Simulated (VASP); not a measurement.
Output of a VASP run:

### OSZICAR
```
       N       E                     dE             d eps       ncg     rms          rms(c)
DAV:   1     0.227318457547E+03    0.22732E+03   -0.16732E+04   924   0.188E+03
DAV:   2     0.467951900777E+01   -0.22264E+03   -0.21727E+03   990   0.369E+02
DAV:   3    -0.155202299132E+02   -0.20200E+02   -0.20120E+02  1098   0.115E+02
DAV:   4    -0.159722199250E+02   -0.45199E+00   -0.45166E+00  1086   0.178E+01
DAV:   5    -0.159809747361E+02   -0.87548E-02   -0.87543E-02  1120   0.242E+00    0.103E+01
DAV:   6    -0.151477797863E+02    0.83319E+00   -0.21980E+00  1278   0.478E+01    0.782E+00
DAV:   7    -0.151857089507E+02   -0.37929E-01   -0.20327E+00   966   0.839E+00    0.329E+00
DAV:   8    -0.151632259207E+02    0.22483E-01   -0.99671E-02  1296   0.450E+00    0.108E+00
DAV:   9    -0.151625226553E+02    0.70327E-03   -0.25250E-02  1258   0.267E+00    0.261E-01
DAV:  10    -0.151626345277E+02   -0.11187E-03   -0.12219E-03  1106   0.419E-01    0.190E-01
DAV:  11    -0.151627551602E+02   -0.12063E-03   -0.22184E-04  1066   0.221E-01    0.664E-02
DAV:  12    -0.151627599046E+02   -0.47444E-05   -0.60228E-05  1134   0.106E-01    0.222E-02
DAV:  13    -0.151627608271E+02   -0.92249E-06   -0.34858E-06  1056   0.169E-02    0.124E-02
DAV:  14    -0.151627618856E+02   -0.10585E-05   -0.19052E-06  1198   0.213E-02    0.475E-03
DAV:  15    -0.151627617128E+02    0.17281E-06   -0.48204E-07  1028   0.138E-02    0.188E-03
DAV:  16    -0.151627617113E+02    0.15189E-08   -0.80955E-08   624   0.206E-03
   1 F= -.15162762E+02 E0= -.15162762E+02  d E =-.153175E-10
```

OUTCAR:
```
------------------------ aborting loop because EDIFF is reached ----------------------------------------
  FORCE on cell =-STRESS in cart. coord.  units (eV):
  Direction    XX          YY          ZZ          XY          YZ          ZX
  --------------------------------------------------------------------------------------
  Total        0.0918024      0.0918024      0.1291035      0.0000000      0.0000000      0.0000000
  in kB        1.9136375      1.9136374      2.6911847      0.0000000      0.0000000      0.0000000
  external PRESSURE =       2.1728199 kB  Pullay stress =       0.0000000 kB
  volume of cell :       76.86
      direct lattice vectors                 reciprocal lattice vectors
     1.891746111 -3.276600337  0.000000000     0.264306081 -0.152597189  0.000000000
     1.891746111  3.276600337  0.000000000     0.264306081  0.152597189  0.000000000
     0.000000000  0.000000000  6.199959266     0.000000000  0.000000000  0.161291382
  FREE ENERGIE OF THE ION-ELECTRON SYSTEM (eV)
  ---------------------------------------------------
  free  energy   TOTEN  =       -15.1627617113 eV

  energy  without entropy=      -15.1627617113  energy(sigma->0) =      -15.16276171
```
(Selected blocks of OUTCAR.)

**POSCAR**
```
ZnS
1
    1.8917461106    -3.2766003373     0.0000000000
    1.8917461106     3.2766003373    -0.0000000000
    0.0000000000     0.0000000000     6.1999592661
Zn S
2 2
Direct
  0.6666670000   0.3333330000   0.5001780996
  0.3333330000   0.6666670000   0.0001780996
  0.6666670000   0.3333330000   0.8748219004
  0.3333330000   0.6666670000   0.3748219004
```

**Question.** Reconstruct the remaining input files.

**Answer.** One answer among several that fit: the input of the run itself, PBEsol GGA, plane waves, VASP's PBE PAW potentials (set 64).

### INCAR
```
# general
SYSTEM  = ZnS
PREC    = Accurate
ENCUT   = 480
LREAL   = .FALSE.
LASPH   = .TRUE.

# electronic loop
EDIFF   = 1E-7
NELM    = 100
ALGO    = Normal
LMAXMIX = 4

# smearing
ISMEAR  = 0
SIGMA   = 0.05

# functional
GGA     = PS

# ions
ISIF    = 2

# output
LWAVE   = .FALSE.
LCHARG  = .FALSE.
```

**KPOINTS**
```
Automatic mesh
0
G
6 6 4
0 0 0
```

POTCAR, in this order: Zn S (PBE.64 set). Program: vasp_std.

The compound is ZnS in the wurtzite structure, the high-temperature form. It was relaxed first.
